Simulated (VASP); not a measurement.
Runs of VASP 6.6.1 on Be. The cell holds a slab with vacuum, 9 atoms: a = 2.300 Å, b = 2.300 Å, c = 29.404 Å, α = 90.00°, β = 90.00°, γ = 120.00°. 

| task | level | potentials or basis | spin | cell | smearing | atoms held fixed (from 0) | gap on the mesh (eV) | largest force (eV/Å) | work function (eV) |
| --- | --- | --- | --- | --- | --- | --- | --- | --- | --- |
| single point | PBE | VASP PAW PBE potentials, release 64 (Be) | off | the (0 0 1) slab of Be, cut from the database cell, not relaxed | fermi-dirac 0.05 eV | - | none | 0.13 | (a) |
| relaxation of the atoms | LDA | VASP PAW LDA potentials, release 64 (Be) | collinear, random start | atoms relaxed from: the (0 0 1) slab of Be, cut from the database cell, not relaxed | tetrahedron | - | none | 0.01 | - |
| relaxation of the atoms | RPBE | VASP PAW PBE potentials, release 64 (Be) | off | atoms relaxed from: the (0 0 1) slab of Be, cut from the database cell, not relaxed | gaussian 0.05 eV | [0, 1, 2, 3] | none | - | - |
| work function | PBE | VASP PAW PBE potentials, release 64 (Be) | off | the (0 0 1) slab of Be, cut from the database cell, not relaxed | gaussian 0.05 eV | - | none | 0.13 | 5.27 |
| relaxation of the atoms | PBE+dDsC | VASP PAW PBE potentials, release 64 (Be) | off | atoms relaxed from: the (0 0 1) slab of Be, cut from the database cell, not relaxed | gaussian 0.05 eV | [0, 1, 2, 3] | none | - | - |

Alike in all rows: k mesh 13 × 13 × 1; cutoff (eV) 520.

Problem. Estimate the missing entries.

Solution. (a) 5.29.

Caveats: tetrahedron occupations give inexact forces and stress in metals (some runs); the PAW data sets were made with another functional, which shifts forces and pressure a little (some runs).

A gap of «none» marks a metal or a gap under the smearing width.
